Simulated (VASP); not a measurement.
FeSi2 (Linzhiite), 3 atoms in the cell. The structure is tetragonal, space group P4/mmm (No. 123). The conventional cell has a = 2.684 Å, b = 2.684 Å, c = 5.128 Å, α = 90.00°, β = 90.00°, γ = 90.00°. Fe (site symmetry 4/mmm) is surrounded by 8 Si at 2.35 Å and 4 Fe at 2.68 Å. Si (site symmetry 4mm) is surrounded by 4 Fe at 2.35 Å and 5 Si at 2.36 to 2.68 Å. 

| Item | Value |
| --- | --- |
| Program | VASP 6.6.1 |
| Task | single point |
| Functional | PBEsol |
| Potentials or basis | VASP PAW PBE potentials, release 64 (Fe, Si) |
| Cutoff | 520 eV |
| k mesh | 6 × 6 × 4 |
| Occupations | gaussian, width 0.1 eV |
| Spin | no spin polarisation |
| Dipole correction | no |
| Further INCAR settings | ALGO = Fast; EDIFF = 1e-06; NBANDS = 15 |

Potentials or basis: VASP PAW PBE potentials, release 64 (Fe, Si).

Launch:

```console
$ cat potpaw_PBE.64/Fe/POTCAR potpaw_PBE.64/Si/POTCAR > POTCAR
$ mpirun -np 1 vasp_std > vasp.out
```

Hardware: 1 thread of AMD EPYC 9R45 96-Core Processor (Zen 5), with other jobs on the host.

**Question.** How long does it take, and how much memory?

**Answer.** It took 9.7 s on 1 thread of AMD EPYC 9R45 96-Core Processor (Zen 5) (shared host), peak memory 0.12 GiB. Counts: scf iterations 16, k points 30.
